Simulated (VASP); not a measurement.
For cubic CdS (zinc blende), LDA (Ceperley-Alder, Perdew-Zunger), VASP's LDA PAW potentials (set 64) (VASP) gives ε∞ = 6.61, a static ε₀ = 9.69 and a transverse optical mode at 248 cm⁻¹.

### Question
Estimate the longitudinal optical frequency at Γ.

### Answer
By the Lyddane-Sachs-Teller relation, ω_LO = ω_TO √(ε₀/ε∞) = 248 × √(9.69/6.61) = 300 cm⁻¹.

The compound is CdS in the zinc blende structure, a metastable form; wurtzite is the usual one. It was relaxed first.
